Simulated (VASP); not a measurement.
# Mg6CuB (Amm2) in VASP: settings compared

One crystal, Mg6CuB, is run at these levels: revPBE+D3, rSCAN, PBE+rVV10; tasks: atomic charges, single point, molecular dynamics.

Program: VASP 6.6.1. These are calculated values, not measurements. Logs are shortened: lines on timing, memory, paths and dates and some standing lists are left out, and cuts for length are marked.

**1. Starting point**

The structure is orthorhombic, space group Amm2 (No. 38). The conventional cell has a = 3.709 Å, b = 8.096 Å, c = 9.911 Å, α = 90.00°, β = 90.00°, γ = 90.00°. Cu (site symmetry mm2) is surrounded by 6 Mg at 2.63 to 2.64 Å. Mg (site symmetry mm2) has 2 Cu at 2.64 Å and 2 Mg at 2.96 Å as nearest neighbours. Mg (site symmetry m) is surrounded by 2 Cu at 2.63 Å and 1 B at 2.67 Å and 2 Mg at 2.95 Å. Mg (site symmetry mm2) is surrounded by 2 B at 2.39 Å. Mg (site symmetry m) has 2 B at 2.57 Å and 2 Mg at 2.90 to 2.92 Å as nearest neighbours. B (site symmetry mm2) is surrounded by 8 Mg at 2.39 to 2.67 Å.

The cell comes from a database or a generator and needn't be the stable form of this composition.

**2. Atomic charges, revPBE+D3 (atoms moved at random, drawn with an rms of 0.1 Å)**

INCAR reads:

```
SYSTEM = Mg6CuB
  PREC = Accurate
  ENCUT = 400
  EDIFF = 1E-6
  ISMEAR = 0
  SIGMA = 0.05
  LREAL = .False.
  LASPH = .True.
  NELM = 100
  ALGO = Normal
  ISIF = 2
  LWAVE = .False.
  LCHARG = .False.
  GGA = RE
  IVDW = 11
  LORBIT = 11
```

KPOINTS reads:

```
regular mesh
0
Gamma
  7 5 5
  0 0 0
```

POSCAR reads:

```
Mg6CuB
3.7091
    0.999994068642      0.000000000000      0.000000000000
    0.000000000000      1.091429457281      1.336047828314
    0.000000000000     -1.091429457281      1.336047828314
Cu Mg B
1 6 1
Direct
    0.0115750000      0.9288600000      0.9476430000
    0.5002940000      0.1259800000      0.1470630000
    0.4958620000      0.1054490000      0.6689750000
    0.5096180000      0.6755520000      0.0910210000
    0.0039100000      0.3668310000      0.3819710000
   -0.0114010000      0.4432340000      0.8148520000
    0.0055800000      0.8030470000      0.4524470000
    0.4794470000      0.5139660000      0.5117910000
```

Potentials or basis: VASP PAW PBE potentials, release 64 (Cu, Mg, B_s).

Command:

```console
> cat potpaw_PBE.64/Cu/POTCAR potpaw_PBE.64/Mg/POTCAR potpaw_PBE.64/B_s/POTCAR > POTCAR
> mpirun -np 1 vasp_std > vasp.out
```

OUTCAR:

```text
SYSTEM = Mg6CuB
   PREC = Accurate
   ENCUT = 400
   EDIFF = 1E-6
   ISMEAR = 0
   LREAL = .False.
   LASPH = .True.
   NELM = 100
   ISIF = 2
   GGA = RE
   IVDW = 11
   LORBIT = 11
 IVDW          = 11

 ion  position               nearest neighbor table
   1  0.012  0.929  0.948-   4 2.51   4 2.52   3 2.62   2 2.67   3 2.70   2 2.73   7 3.17
   2  0.500  0.126  0.147-   1 2.67   1 2.73   4 2.97   5 2.99   5 3.01   3 3.09   7 3.14   7 3.16
                             6 3.19   6 3.24   3 3.32   4 3.46
   3  0.496  0.105  0.669-   8 2.61   1 2.62   1 2.70   5 2.88   5 2.91   2 3.09   6 3.11   6 3.14
                             7 3.17   7 3.21   2 3.32   4 3.45
   4  0.510  0.676  0.091-   1 2.51   1 2.52   8 2.69   2 2.97   5 3.04   5 3.07   6 3.09   6 3.18
                             7 3.19   7 3.20   3 3.45   2 3.46
   5  0.004  0.367  0.382-   8 2.24   8 2.38   3 2.88   6 2.91   3 2.91   7 2.91   2 2.99   2 3.01
                             4 3.04   4 3.07   7 3.55   6 3.56
   6  0.989  0.443  0.815-   8 2.63   8 2.68   5 2.91   7 2.92   4 3.09   3 3.11   3 3.14   4 3.18
                             2 3.19   2 3.24   5 3.56
   7  0.006  0.803  0.452-   8 2.52   8 2.66   5 2.91   6 2.92   2 3.14   2 3.16   3 3.17   1 3.17
                             4 3.19   4 3.20   3 3.21   5 3.55
   8  0.479  0.514  0.512-   5 2.24   5 2.38   7 2.52   3 2.61   6 2.63   7 2.66   6 2.68   4 2.69

  LATTYP: Found a base centered orthorhombic cell.
 ALAT       =     8.0964420000
 B/A-ratio  =     1.2241265978
 C/A-ratio  =     0.4581120942

  Lattice vectors:

 A1 = (   0.0000000000,   4.0482210000,  -4.9555350000)
 A2 = (   0.0000000000,   4.0482210000,   4.9555350000)
 A3 = (   3.7090780000,   0.0000000000,   0.0000000000)

Analysis of symmetry for initial positions (statically):
=====================================================================
 Subroutine PRICEL returns:
 Original cell was already a primitive cell.

 Routine SETGRP: Setting up the symmetry group for a
 base centered orthorhombic supercell.

 Subroutine GETGRP returns: Found  1 space group operations
 (whereof  1 operations were pure point group operations)
 out of a pool of  8 trial point group operations.

The static configuration has the point symmetry C_1 .

Analysis of symmetry for dynamics (positions and initial velocities):
=====================================================================
 Subroutine PRICEL returns:
 Original cell was already a primitive cell.

 Routine SETGRP: Setting up the symmetry group for a
 base centered orthorhombic supercell.

 Subroutine GETGRP returns: Found  1 space group operations
 (whereof  1 operations were pure point group operations)
 out of a pool of  8 trial point group operations.

The dynamic configuration has the point symmetry C_1 .

 Subroutine INISYM returns: Found  1 space group operations
 (whereof  1 operations are pure point group operations),
 and found     1 'primitive' translations

----------------------------------------------------------------------------------------

                                     Primitive cell

  volume of cell :     148.8164

  direct lattice vectors                    reciprocal lattice vectors
     3.709078000  0.000000000  0.000000000     0.269608781  0.000000000  0.000000000
     0.000000000  4.048221000  4.955535000     0.000000000  0.123511043  0.100897280
     0.000000000 -4.048221000  4.955535000     0.000000000 -0.123511043  0.100897280

  length of vectors
     3.709078000  6.398860867  6.398860867     0.269608781  0.159484290  0.159484290

  position of ions in fractional coordinates (direct lattice)
     0.011575000  0.928860000  0.947643000
     0.500294000  0.125980000  0.147063000
     0.495862000  0.105449000  0.668975000
     0.509618000  0.675552000  0.091021000
     0.003910000  0.366831000  0.381971000
     0.988599000  0.443234000  0.814852000
     0.005580000  0.803047000  0.452447000
     0.479447000  0.513966000  0.511791000

  ion indices of the primitive-cell ions
   primitive index   ion index
                 1           1
                 2           2
                 3           3
                 4           4
                 5           5
                 6           6
                 7           7
                 8           8

----------------------------------------------------------------------------------------

 KPOINTS: regular mesh

Automatic generation of k-mesh.
 Grid dimensions read from file:
 generate k-points for:    7    5    5

 Generating k-lattice:

  Cartesian coordinates                     Fractional coordinates (reciprocal lattice)
     0.038515540  0.000000000  0.000000000     0.142857143  0.000000000  0.000000000
     0.000000000  0.024702209  0.020179456     0.000000000  0.200000000  0.000000000
     0.000000000 -0.024702209  0.020179456     0.000000000  0.000000000  0.200000000

  Length of vectors
     0.038515540  0.031896858  0.031896858

  Shift w.r.t. Gamma in fractional coordinates (k-lattice)
     0.000000000  0.000000000  0.000000000

 Subroutine IBZKPT returns following result:
 ===========================================

 Found     88 irreducible k-points:

 Following reciprocal coordinates:
            Coordinates               Weight
  0.000000  0.000000  0.000000      1.000000
  0.142857  0.000000  0.000000      2.000000
  0.285714  0.000000  0.000000      2.000000
  0.428571  0.000000  0.000000      2.000000
  0.000000  0.200000 -0.000000      2.000000
  0.000000  0.000000 -0.200000      2.000000
[... 16 lines left out ...]
 -0.142857  0.000000 -0.400000      2.000000
 -0.142857 -0.000000  0.400000      2.000000
 [... further k-points ...]
   k-points           NKPTS =     88   k-points in BZ     NKDIM =     88   number of bands    NBANDS=     18
   number of dos      NEDOS =    301   number of ions     NIONS =      8
   total plane-waves  NPLWV =  42336
   dimension x,y,z NGX =    24 NGY =   42 NGZ =   42
   dimension x,y,z NGXF=    48 NGYF=   84 NGZF=   84
   ions per type =               1   6   1
   NGX,Y,Z   is equivalent  to a cutoff of  10.76, 10.91, 10.91 a.u.
   NGXF,Y,Z  is equivalent  to a cutoff of  21.51, 21.82, 21.82 a.u.
 SYSTEM =  Mg6CuB
   PREC   = accura    normal or accurate (medium, high low for compatibility)
   ISTART =      0    job   : 0-new  1-cont  2-samecut
   ICHARG =      2    charge: 1-file 2-atom 10-const
   ISPIN  =      1    spin polarized calculation?
   LNONCOLLINEAR =      F non collinear calculations
   LSORBIT =      F    spin-orbit coupling
   LASPH  =      T    aspherical Exc in radial PAW
   ENCUT  =  400.0 eV  29.40 Ry    5.42 a.u.   6.05 10.43 10.43*2*pi/ulx,y,z
   NELM   =    100;   NELMIN=  2; NELMDL= -5     # of ELM steps
   EDIFF  = 0.1E-05   stopping-criterion for ELM
   LREAL  =      F    real-space projection
   EDIFFG = 0.1E-04   stopping-criterion for IOM
   NSW    =      0    number of steps for IOM
   IBRION =     -1    ionic relax: 0-MD 1-quasi-New 2-CG
   NFREE  =      0    steps in history (QN), initial steepest desc. (CG)
   ISIF   =      2    stress and relaxation
   ISYM   =      2    0-nonsym 1-usesym 2-fastsym
   POTIM  = 0.5000    time-step for ionic-motion
   TEBEG  =    0.0;   TEEND  =   0.0 temperature during run
   PSTRESS=    0.0 pullay stress
   NELECT =      26.0000    total number of electrons
   NUPDOWN=      -1.0000    fix difference up-down
   EMIN   =  10.00;   EMAX   =-10.00  energy-range for DOS
   EFERMI =   0.00;   METHOD = LEGACY
   ISMEAR =     0;   SIGMA  =   0.05  broadening in eV -4-tet -1-fermi 0-gaus
   EFERMI_NEDOS =   21; number of points for ismear=-14 and -15
   IALGO  =     38    algorithm
   IMIX   =      4    mixing-type and parameters
     AMIX     =   0.40;   BMIX     =  1.00
     AMIX_MAG =   1.60;   BMIX_MAG =  1.00
  volume/ion in A,a.u.               =      18.60       125.53
  Fermi-wavevector in a.u.,A,eV,Ry     =   0.915199  1.729476 11.396102  0.837590
  Thomas-Fermi vector in A             =   2.039913
   LORBIT       =     11    0 simple, 1 ext, 2 COOP (PROOUT), +10 PAW based schemes
   GGA     = RE    functional components
   LHFCALC =     F    Hartree Fock is set to
   AEXX    =    0.0000 exact exchange contribution
   IVDW    =    11    specifies the selected vdW correction
   LEPSILON=     F    determine dielectric tensor
   LRPA    =     F    only Hartree local field effects (RPA)
 non-spin polarized calculation
 Gauss-broadening in eV      SIGMA  =   0.05
  energy-cutoff  :      400.00
  volume of cell :      148.82
 maximum number of plane-waves:      2723
   NGX = 13   NGY = 21   NGZ = 21

 number of electron      25.9999983 magnetization

 Free energy of the ion-electron system (eV)
  ---------------------------------------------------
  ext. energy  EPLUGINS =         0.00000000
  ---------------------------------------------------
  free energy    TOTEN  =       -16.33930122 eV

  energy without entropy =      -16.33123425  energy(sigma->0) =      -16.33526773

 E-fermi :   3.4061     XC(G=0):  -9.0652

 val. band max:        3.4007545434   @ k =  -0.4286   0.2000  -0.4000
 cond. band min:       3.4082074854   @ k =  -0.1429  -0.2000   0.4000
 fundamental gap:      0.0074529419
 Fermi energy:         3.4061025442

 k-point     1 :       0.0000    0.0000    0.0000
  band No.  band energies     occupation
      1      -4.8317      2.00000
      2      -2.1845      2.00000
      3      -0.6639      2.00000
      4      -0.2712      2.00000
      5      -0.1301      2.00000
      6       0.1941      2.00000
[... 481 lines left out ...]
      5       0.0492      2.00000
      6       0.2476      2.00000
[... 10 lines left out ...]
     17       6.5860      0.00000
     18       6.7942      0.00000

 [... further k-points ...]

------------------------ aborting loop because EDIFF is reached ----------------------------------------

 Edisp (eV)   -3.11392

 E8    (eV) :    -1.3836

  FORCE on cell =-STRESS in cart. coord.  units (eV):
  Direction    XX          YY          ZZ          XY          YZ          ZX
  --------------------------------------------------------------------------------------
  -------------------------------------------------------------------------------------
  Total       0.44813    -0.88532    -0.38720     0.06838     0.48878     0.65721
  in kB       4.82465    -9.53150    -4.16860     0.73617     5.26231     7.07564
  external pressure =       -2.96 kB  Pullay stress =        0.00 kB

 VOLUME and BASIS-vectors are now :
 -----------------------------------------------------------------------------
  energy-cutoff  :      400.00
  volume of cell :      148.82
      direct lattice vectors                 reciprocal lattice vectors
     3.709078000  0.000000000  0.000000000     0.269608781  0.000000000  0.000000000
     0.000000000  4.048221000  4.955535000     0.000000000  0.123511043  0.100897280
     0.000000000 -4.048221000  4.955535000     0.000000000 -0.123511043  0.100897280

 POSITION                                       TOTAL-FORCE (eV/Angst)
 -----------------------------------------------------------------------------------
      0.04293     -0.07604      9.29908        -0.182632      0.460381      0.182096
      1.85563     -0.08535      1.35307         0.066518      0.145224      0.003729
      1.83919     -2.28128      3.83769         0.112556     -0.189621     -0.054086
      1.89021      2.36631      3.79878        -0.082243     -0.664293     -0.228992
      0.01450     -0.06129      3.71071        -0.493892      0.321243     -0.578767
      3.66679     -1.50439      6.23449         0.049844      0.180887      0.025369
      0.02070      1.41931      6.22164        -0.078119     -0.172291      0.045980
      1.77831      0.00880      5.08317         0.607969     -0.081530      0.604672
 -----------------------------------------------------------------------------------
    total drift:                                0.000755      0.000773     -0.000196

  FREE ENERGIE OF THE ION-ELECTRON SYSTEM (eV)
  ---------------------------------------------------
  free  energy   TOTEN  =       -19.4532252389 eV

  energy  without entropy=      -19.4451582653  energy(sigma->0) =      -19.44919175

 total charge

# of ion       s       p       d       tot
------------------------------------------
    1        0.504   0.296   9.161   9.961
    2        0.211   0.136   0.016   0.363
    3        0.204   0.144   0.019   0.367
    4        0.208   0.146   0.021   0.375
    5        0.210   0.167   0.031   0.409
    6        0.186   0.129   0.017   0.332
    7        0.184   0.132   0.018   0.334
    8        0.834   1.039   0.000   1.874
--------------------------------------------------
tot          2.542   2.190   9.284  14.016
```

It took 91 s on 1 thread of Intel Xeon Platinum 8559C (Emerald Rapids), shared host; peak memory 0.32 GiB.

What came out:

- Free energy: -19.4532 eV
- Pressure: -0.3 GPa
- Largest force: 0.861 eV/Å
- Band gap on the k mesh: none (metal or under the smearing width)
- Valence electrons inside the program's atomic spheres: Cu 9.96; Mg 0.36, 0.37, 0.38, 0.41, 0.33; B 1.87
- Dispersion energy per atom: -0.389 eV

Forces on the atoms (eV/Å):
```
Cu  -0.183  0.460  0.182
Mg   0.067  0.145  0.004
Mg   0.113 -0.190 -0.054
Mg  -0.082 -0.664 -0.229
Mg  -0.494  0.321 -0.579
Mg   0.050  0.181  0.025
Mg  -0.078 -0.172  0.046
B    0.608 -0.082  0.605
```

Caveat: the PAW data sets were made with another functional, which shifts forces and pressure a little; pairwise dispersion overbinds metals, which lowers pressure and volume.

**3. Single point, rSCAN**

INCAR reads:

```
ALGO = Normal
EDIFF = 1E-6
ENCUT = 400
ISIF = 2
ISMEAR = 1
LASPH = True
LCHARG = False
LMIXTAU = True
LREAL = False
LWAVE = False
METAGGA = RSCAN
NBANDS = 23
NELM = 80
PREC = Accurate
SIGMA = 0.1
```

KPOINTS reads:

```
k-points
0
Gamma
  7 5 5
```

POSCAR reads:

```
Mg6CuB
1.0
    3.7090780000      0.0000000000      0.0000000000
    0.0000000000      4.0482210000      4.9555350000
    0.0000000000     -4.0482210000      4.9555350000
Cu Mg B
1 6 1
Direct
    0.0000000000      0.9480530000      0.9480530000
    0.5000000000      0.1373250000      0.1373250000
    0.5000000000      0.1015620000      0.6667150000
    0.5000000000      0.6667150000      0.1015620000
    0.0000000000      0.3703950000      0.3703950000
    0.0000000000      0.4473610000      0.8057860000
    0.0000000000      0.8057860000      0.4473610000
    0.5000000000      0.5228050000      0.5228050000
```

Potentials or basis: VASP PAW PBE potentials, release 64 (Cu, Mg, B_s).

Command:

```console
> cat potpaw_PBE.64/Cu/POTCAR potpaw_PBE.64/Mg/POTCAR potpaw_PBE.64/B_s/POTCAR > POTCAR
> mpirun -np 1 vasp_std > vasp.out
```

Wall time 2.8 min (1 thread of Intel Xeon Platinum 8559C (Emerald Rapids), shared host); peak memory 0.26 GiB.

The run converged. Its results:

```yaml
Free_energy: -57.7499 eV
Pressure: -0.9 GPa
Largest_force: 0.156 eV/Å
Band_gap_on_the_k_mesh: none (metal or under the smearing width)
```

Forces in eV/Å, atoms in the order of the input:
```
Cu   0.000  0.000 -0.007
Mg   0.000  0.000 -0.156
Mg   0.000 -0.073  0.116
Mg   0.000  0.073  0.116
Mg   0.000  0.000 -0.043
Mg   0.000 -0.048 -0.009
Mg   0.000  0.048 -0.009
B    0.000  0.000 -0.007
```

Stress tensor (GPa, compression positive):
```
-1.14  0.00  0.00
 0.00 -1.09  0.00
 0.00  0.00 -0.59
```

Levels at points of the mesh, in eV from the Fermi level:
| k point | band 11 | band 12 | band 13 | band 14 | band 15 | band 16 |
| --- | --- | --- | --- | --- | --- | --- |
| (0.00, 0.00, 0.00) | -1.71 | -1.40 | 0.21 | 0.23 | 2.04 | 3.57 |

Caveat: the PAW data sets were made with another functional, which shifts forces and pressure a little.

[end of part 1 of 2]
